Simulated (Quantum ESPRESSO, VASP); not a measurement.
The input files of a VASP run:

### KPOINTS
```
Automatic mesh
0
Gamma
4 4 4
0 0 0
```

**POSCAR**
```
ScGe2
1
    1.9289350000    -7.5461400000     0.0000000000
    1.9289350000     7.5461400000     0.0000000000
    0.0000000000     0.0000000000     3.7918200000
Sc Ge
2 4
Direct
  0.8968500000   0.1031500000   0.7500000000
  0.1031500000   0.8968500000   0.2500000000
  0.5554400000   0.4445600000   0.7500000000
  0.4445600000   0.5554400000   0.2500000000
  0.2521200000   0.7478800000   0.7500000000
  0.7478800000   0.2521200000   0.2500000000
```

**INCAR**
```
# general
SYSTEM =ScGe2
PREC   =Accurate
ENCUT  =300
LREAL  =.False.
LASPH  =.True.

# electronic loop
EDIFF  =1E-6
NELM   =100
ALGO   =Normal
LMAXMIX=4

# smearing
ISMEAR =0
SIGMA  =0.136

# ions
ISIF   =2

# output
LWAVE  =.False.
LCHARG =.False.
```

POTCAR, in this order: Sc_sv Ge_d (LDA.64 set). Program: vasp_std.

Translate it to Quantum ESPRESSO.

One input that does it (LDA (PW92), PseudoDojo standard norm-conserving (LDA) pseudopotentials):
```
&control
    calculation = 'scf'
    outdir = './tmp/'
    pseudo_dir = './'
    verbosity = 'high'
    tprnfor = .true.
    tstress = .true.
/
&system
    ibrav = 9
    A = 3.85787000
    B = 15.09228000
    C = 3.79182000
    nat = 6
    ntyp = 2
    ecutwfc = 80
    occupations = 'smearing'
    smearing = 'gaussian'
    degauss = 0.0099958
/
&electrons
    conv_thr = 1.0e-11
    mixing_beta = 0.4
/
ATOMIC_SPECIES
Sc    44.9559  Sc.upf
Ge    72.6300  Ge.upf
ATOMIC_POSITIONS crystal
Sc   -0.89685000    0.10315000   -0.75000000
Sc   -0.10315000    0.89685000   -0.25000000
Ge   -0.55544000    0.44456000   -0.75000000
Ge   -0.44456000    0.55544000   -0.25000000
Ge   -0.25212000    0.74788000   -0.75000000
Ge   -0.74788000    0.25212000   -0.25000000
K_POINTS automatic
4 4 4  0 0 0
```
Both are inputs of real runs that ended normally. What can't carry over is the choice of potentials or basis and its cut-off, and each code's defaults.

VASP's LDA is the Perdew-Zunger fit; the other code's may be Perdew-Wang, which differs slightly.

The structure comes from a computed database's ScGe2 entry; how it stands against other phases isn't given here. The cell was not relaxed at this level, and it may have been scaled.
